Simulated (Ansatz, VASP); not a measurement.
# One calculation of BiO3, two programs

```
Bi O
1.0
     3.64407    0.00000    0.00000
     0.00000    3.64407    0.00000
     0.00000    0.00000    4.30839
Bi O
1 3
Direct
  0.50000 0.50000 0.50000
  0.00000 0.00000 0.67412
  0.00000 0.00000 0.32588
  0.50000 0.50000 0.00000
```

Change from the starting cell: species swapped into the MnFe3 type (P4/mmm, No. 123).

Alike in both runs: functional PBE; k mesh 12 × 12 × 12; occupations gaussian, width 0.1 eV; no spin polarisation.

Ansatz relaxed the structure, and its values are those at the end. VASP's run is a single point on that final structure, the one shown.

|  | VASP | Ansatz |
| --- | --- | --- |
| version | VASP 6.6.1 | Ansatz 0.2.0 |
| potentials or method | VASP PAW PBE potentials, release 64 (Bi_d, O) | scalar-relativistic, plane waves, PAW |
| plane-wave cutoff (eV) | 520 | 420 |
| valence electrons in the cell | 33 | 33 |

Ansatz gave:

* gap on the k mesh at the Fermi level (eV): none
* pressure (GPa): 0.0
* rms of the force components (eV/Å): 0.000

**Question.** Estimate VASP's values.

**Answer.** gap on the k mesh at the Fermi level (eV): none; pressure (GPa): 0.4; rms of the force components (eV/Å): 0.086.

A gap of «none» marks a metal or a gap that the smearing closes. With one functional, cell and mesh, what is left measures potentials, basis and numerics.

Caveats: spin-orbit coupling is left out, which moves the levels of the heavy elements; an odd number of electrons without spin polarisation forces a metal; a magnetic or distorted state may lie lower.
